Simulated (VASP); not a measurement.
An input for Quantum ESPRESSO's pw.x (written as the equivalent of a VASP run, and not itself run):

```
&CONTROL
  calculation = 'vc-relax'
  pseudo_dir = './pseudo'
  outdir = './out'
  tprnfor = .true.
  tstress = .true.
  nstep = 60
  forc_conv_thr = 0.00039
/
&SYSTEM
  ibrav = 0
  nat = 2
  ntyp = 2
  ecutwfc = 86
  occupations = 'smearing'
  smearing = 'gaussian'
  degauss = 0.003675
  input_dft = 'pbe'
/
&ELECTRONS
  conv_thr = 7.3e-08
  electron_maxstep = 100
/
&IONS
/
&CELL
/
ATOMIC_SPECIES
  Mg 24.305 Mg.upf
  Se 78.971 Se.upf
CELL_PARAMETERS angstrom
     0.0000000    2.7518330    2.7518330
     2.7518330   -0.0000000    2.7518330
     2.7518330    2.7518330    0.0000000
ATOMIC_POSITIONS crystal
  Mg   0.0000000  0.0000000  0.0000000
  Se   0.5000000  0.5000000  0.5000000
K_POINTS automatic
  8 8 8 0 0 0
```

Task: Write the VASP files for the same calculation (PBE).

Result: One answer among several that fit: 
### KPOINTS
```
Automatic mesh
0
Gamma
8 8 8
0 0 0
```

INCAR:
```
SYSTEM = MgSe
PREC = Accurate
ENCUT = 400
EDIFF = 1E-6
NELM = 100
ALGO = Normal
LREAL = .FALSE.
LASPH = .TRUE.
ISMEAR = 0
SIGMA = 0.05
GGA = PE
LMAXMIX = 4
LWAVE = .FALSE.
LCHARG = .FALSE.
IBRION = 2
ISIF = 3
NSW = 60
EDIFFG = -0.01
```

### POSCAR
```
MgSe
1
    0.0000000000     2.7518329873     2.7518329873
    2.7518329873    -0.0000000000     2.7518329873
    2.7518329873     2.7518329873     0.0000000000
Mg Se
1 1
Direct
  0.0000000000   0.0000000000   0.0000000000
  0.5000000000   0.5000000000   0.5000000000
```

POTCAR, in this order: Mg Se (PBE.64 set). Program: vasp_std.

What does not carry over: the potentials are each code's own (VASP's PAW set, PseudoDojo norm-conserving files in pw.x), so ENCUT and ecutwfc are chosen apart and not converted; conv_thr bounds pw.x's estimated SCF error, while EDIFF bounds the energy change between steps; forc_conv_thr acts on force components and is met together with etot_conv_thr.

The compound is MgSe in the rock salt structure. It was relaxed first. The start is the result of an earlier pass.
